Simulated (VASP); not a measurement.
Output of a VASP run:

**OUTCAR**
```
 ion  position               nearest neighbor table
   1  0.000  0.000  0.000-
   2  0.500  0.500  0.500-   3 3.12   4 3.12   5 3.12   5 3.12   3 3.12   4 3.12
   3  0.500  0.000  0.500-   2 3.12   2 3.12
   4  0.000  0.500  0.500-   2 3.12   2 3.12
   5  0.500  0.500  0.000-   2 3.12   2 3.12
  LATTYP: Found a simple cubic cell.
 ALAT       =     6.2465877728
 Subroutine PRICEL returns:
 Original cell was already a primitive cell.
 Subroutine GETGRP returns: Found 48 space group operations
The static configuration has the point symmetry O_h .
The dynamic configuration has the point symmetry O_h .
 Subroutine INISYM returns: Found 48 space group operations
 Subroutine IBZKPT returns following result:
 Found      4 irreducible k-points:

 Following reciprocal coordinates:
            Coordinates               Weight
  0.000000  0.000000  0.000000      1.000000
  0.333333  0.000000  0.000000      6.000000
  0.333333  0.333333  0.000000     12.000000
  0.333333  0.333333  0.333333      8.000000
   k-points           NKPTS =      4   k-points in BZ     NKDIM =      4   number of bands    NBANDS=     26
   number of dos      NEDOS =    301   number of ions     NIONS =      5
   total plane-waves  NPLWV = 110592
   dimension x,y,z NGX =    48 NGY =   48 NGZ =   48
   dimension x,y,z NGXF=    96 NGYF=   96 NGZF=   96
   ions per type =               1   1   3
   PREC   = accura    normal or accurate (medium, high low for compatibility)
   ISTART =      0    job   : 0-new  1-cont  2-samecut
   ICHARG =      2    charge: 1-file 2-atom 10-const
   ISPIN  =      1    spin polarized calculation?
   LNONCOLLINEAR =      F non collinear calculations
   LSORBIT =      F    spin-orbit coupling
   INIWAV =      1    electr: 0-lowe 1-rand  2-diag
   ENCUT  =  520.0 eV  38.22 Ry    6.18 a.u.  11.61 11.61 11.61*2*pi/ulx,y,z
   NELM   =    100;   NELMIN=  2; NELMDL= -5     # of ELM steps
   EDIFF  = 0.1E-05   stopping-criterion for ELM
   LREAL  =      F    real-space projection
   NLSPLINE    = F    spline interpolate recip. space projectors
   LMAXMIX     =    4 max onsite mixed and CHGCAR
   VOSKOWN=      0    Vosko Wilk Nusair interpolation
   EDIFFG = -.2E-01   stopping-criterion for IOM
   NSW    =     60    number of steps for IOM
   NBLOCK =      1;   KBLOCK =     60    inner block; outer block
   IBRION =      2    ionic relax: 0-MD 1-quasi-New 2-CG
   NFREE  =      1    steps in history (QN), initial steepest desc. (CG)
   ISIF   =      3    stress and relaxation
   ISYM   =      2    0-nonsym 1-usesym 2-fastsym
   TEIN   =    0.0    initial temperature
   TEBEG  =    0.0;   TEEND  =   0.0 temperature during run
   SMASS  =  -3.00    Nose mass-parameter (am)
   PSTRESS=    0.0 pullay stress
   NELECT =      44.0000    total number of electrons
   EFERMI =   0.00;   METHOD = LEGACY
   ISMEAR =     0;   SIGMA  =   0.05  broadening in eV -4-tet -1-fermi 0-gaus
   IALGO  =     38    algorithm
   LDIAG  =      T    sub-space diagonalisation (order eigenvalues)
   IMIX   =      4    mixing-type and parameters
     AMIX     =   0.40;   BMIX     =  1.00
     AMIX_MAG =   1.60;   BMIX_MAG =  1.00
     AMIN     =   0.10
   METAGGA = RTPSS    functional components
   VOSKOWN =     0    Vosko Wilk Nusair interpolation
   LHFCALC =     F    Hartree Fock is set to
   LHFONE  =     F    Hartree Fock one center treatment
   AEXX    =    0.0000 exact exchange contribution
   IVDW    =     0    specifies the selected vdW correction
   LEPSILON=     F    determine dielectric tensor
   LRPA    =     F    only Hartree local field effects (RPA)
  energy-cutoff  :      520.00
  volume of cell :      243.74
      direct lattice vectors                 reciprocal lattice vectors
     6.246587773  0.000000000  0.000000000     0.160087401  0.000000000  0.000000000
     0.000000000  6.246587773  0.000000000     0.000000000  0.160087401  0.000000000
     0.000000000  0.000000000  6.246587773     0.000000000  0.000000000  0.160087401
 k-point     1 :   0.0000 0.0000 0.0000  plane waves:    6619
 k-point     2 :   0.3333 0.0000 0.0000  plane waves:    6579
 k-point     3 :   0.3333 0.3333 0.0000  plane waves:    6580
...
```

OSZICAR:
```
...
DAV:  10     0.854408013876E+02   -0.29112E-01   -0.79899E-02   216   0.281E+00    0.627E-01
DAV:  11     0.854323966428E+02   -0.84047E-02   -0.78386E-03   248   0.920E-01    0.451E-01
DAV:  12     0.854331317545E+02    0.73511E-03   -0.15223E-02   212   0.817E-01    0.108E-01
DAV:  13     0.854318867526E+02   -0.12450E-02   -0.22240E-03   252   0.305E-01    0.117E-01
DAV:  14     0.854319293796E+02    0.42627E-04   -0.61677E-05   276   0.547E-02    0.149E-01
DAV:  15     0.854317469100E+02   -0.18247E-03   -0.74429E-04   212   0.247E-01    0.864E-02
DAV:  16     0.854316503573E+02   -0.96553E-04   -0.82566E-05   228   0.622E-02    0.611E-02
DAV:  17     0.854316399237E+02   -0.10434E-04   -0.25397E-05   244   0.375E-02    0.274E-02
DAV:  18     0.854316382861E+02   -0.16375E-05   -0.30461E-05   248   0.546E-02    0.636E-03
DAV:  19     0.854316205119E+02   -0.17774E-04   -0.11128E-05   216   0.343E-02    0.138E-02
DAV:  20     0.854316199646E+02   -0.54734E-06   -0.95982E-07   160   0.967E-03
   1 F= 0.85431620E+02 E0= 0.85431620E+02  d E =0.854316E+02
       N       E                     dE             d eps       ncg     rms          rms(c)
DAV:   1     0.852748695592E+02   -0.15675E+00   -0.33715E+00   242   0.161E+01    0.218E+00
DAV:   2     0.854003672843E+02    0.12550E+00   -0.27935E-01   248   0.516E+00    0.844E-01
DAV:   3     0.854199283874E+02    0.19561E-01   -0.53623E-02   210   0.171E+00    0.377E-01
DAV:   4     0.854203269437E+02    0.39856E-03   -0.16070E-02   212   0.117E+00    0.272E-01
DAV:   5     0.854206445017E+02    0.31756E-03   -0.85235E-03   216   0.942E-01    0.216E-01
DAV:   6     0.854199052531E+02   -0.73925E-03   -0.50783E-03   214   0.731E-01    0.233E-02
DAV:   7     0.854198571817E+02   -0.48071E-04   -0.33196E-04   214   0.130E-01    0.256E-02
DAV:   8     0.854198154502E+02   -0.41731E-04   -0.74893E-05   208   0.743E-02    0.163E-02
DAV:   9     0.854198049047E+02   -0.10546E-04   -0.15456E-05   228   0.379E-02    0.553E-03
DAV:  10     0.854198102301E+02    0.53255E-05   -0.59975E-06   210   0.246E-02    0.198E-03
DAV:  11     0.854198088947E+02   -0.13354E-05   -0.50654E-06   182   0.248E-02    0.822E-04
DAV:  12     0.854198076336E+02   -0.12612E-05   -0.10401E-06   148   0.101E-02    0.112E-03
DAV:  13     0.854198074297E+02   -0.20391E-06   -0.49284E-08   106   0.226E-03
   2 F= 0.85419807E+02 E0= 0.85419807E+02  d E =-.118125E-01
       N       E                     dE             d eps       ncg     rms          rms(c)
DAV:   1     0.853885322360E+02   -0.31275E-01   -0.70117E-01   242   0.748E+00    0.988E-01
DAV:   2     0.854142658915E+02    0.25734E-01   -0.56476E-02   248   0.232E+00    0.387E-01
DAV:   3     0.854183875303E+02    0.41216E-02   -0.11233E-02   210   0.795E-01    0.169E-01
DAV:   4     0.854184363532E+02    0.48823E-04   -0.32491E-03   216   0.524E-01    0.124E-01
DAV:   5     0.854184922266E+02    0.55873E-04   -0.17301E-03   214   0.425E-01    0.992E-02
DAV:   6     0.854182952206E+02   -0.19701E-03   -0.10352E-03   214   0.330E-01    0.108E-02
DAV:   7     0.854182894065E+02   -0.58141E-05   -0.64846E-05   218   0.574E-02    0.115E-02
DAV:   8     0.854182809933E+02   -0.84132E-05   -0.15154E-05   208   0.338E-02    0.731E-03
DAV:   9     0.854182785998E+02   -0.23936E-05   -0.37087E-06   196   0.190E-02    0.260E-03
DAV:  10     0.854182808036E+02    0.22038E-05   -0.12496E-06   146   0.116E-02    0.820E-04
DAV:  11     0.854182807675E+02   -0.36106E-07   -0.94908E-07   148   0.103E-02
   3 F= 0.85418281E+02 E0= 0.85418281E+02  d E =-.133392E-01
```

File OUTCAR:
```
------------------------ aborting loop because EDIFF is reached ----------------------------------------
  FORCE on cell =-STRESS in cart. coord.  units (eV):
  Direction    XX          YY          ZZ          XY          YZ          ZX
  --------------------------------------------------------------------------------------
  Total       -0.0270698     -0.0270698     -0.0270698     -0.0000000      0.0000000     -0.0000000
  in kB       -0.1838207     -0.1838207     -0.1838207     -0.0000000      0.0000000     -0.0000000
  external PRESSURE =      -0.1838207 kB  Pullay stress =       0.0000000 kB
  volume of cell :      235.94
      direct lattice vectors                 reciprocal lattice vectors
     6.179219412 -0.000000000  0.000000000     0.161832739  0.000000000  0.000000000
    -0.000000000  6.179219412  0.000000000     0.000000000  0.161832739  0.000000000
    -0.000000000 -0.000000000  6.179219412    -0.000000000 -0.000000000  0.161832739
 POSITION                                       TOTAL-FORCE (eV/Angst)
 -----------------------------------------------------------------------------------
      0.00000      0.00000      0.00000        -0.000000     -0.000000      0.000000
      3.08961      3.08961      3.08961         0.000000     -0.000000      0.000000
      3.08961     -0.00000      3.08961         0.000000      0.000000      0.000000
     -0.00000      3.08961      3.08961         0.000000      0.000000      0.000000
      3.08961      3.08961      0.00000         0.000000      0.000000      0.000000
 -----------------------------------------------------------------------------------
    total drift:                                0.000000     -0.000000     -0.000000
  FREE ENERGIE OF THE ION-ELECTRON SYSTEM (eV)
  ---------------------------------------------------
  free  energy   TOTEN  =        85.4182807675 eV

  energy  without entropy=       85.4182807675  energy(sigma->0) =       85.41828077

 reached required accuracy - stopping structural energy minimisation
```
(Selected blocks of OUTCAR.)

**POSCAR**
```
CsSnI3
1
    6.2465877728     0.0000000000    -0.0000000000
   -0.0000000000     6.2465877728    -0.0000000000
    0.0000000000     0.0000000000     6.2465877728
Cs Sn I
1 1 3
Direct
  0.0000000000   0.0000000000   0.0000000000
  0.5000000000   0.5000000000   0.5000000000
  0.5000000000   0.0000000000   0.5000000000
  0.0000000000   0.5000000000   0.5000000000
  0.5000000000   0.5000000000   0.0000000000
```

Problem. Write an INCAR and KPOINTS that could have produced this output.

Solution. One answer among several that fit: the input of the run itself, revTPSS meta-GGA, plane waves, VASP's PBE PAW potentials (set 64).

**INCAR**
```
! general
SYSTEM  = CsSnI3
PREC    = Accurate
ENCUT   = 520   ! plane-wave cut-off (eV)
LREAL   = F   ! projection in real space or not
LASPH   = T   ! aspherical one-centre terms

! electronic loop
EDIFF   = 1E-6
NELM    = 100   ! most electronic steps
ALGO    = Normal   ! blocked Davidson
LMAXMIX = 4
LMIXTAU = T

! smearing
ISMEAR  = 0
SIGMA   = 0.05

! functional
METAGGA = RTPSS

! ions
IBRION  = 2   ! conjugate gradients
NSW     = 60   ! most ionic steps
ISIF    = 3
EDIFFG  = -0.02   ! ionic stop

! output
LWAVE   = F
LCHARG  = F
```

### KPOINTS
```
Automatic mesh
0
Gamma
3 3 3
0 0 0
```

POTCAR, in this order: Cs_sv Sn_d I (PBE.64 set). Program: vasp_std.

Energy and stress use the plane-wave basis of the starting cell.

The compound is CsSnI3 in the cubic perovskite structure, the ideal cubic form; the compound distorts at low or room temperature. This run relaxes it. Symmetry was kept, so distortions that lower it aren't found. The start is the result of an earlier pass.
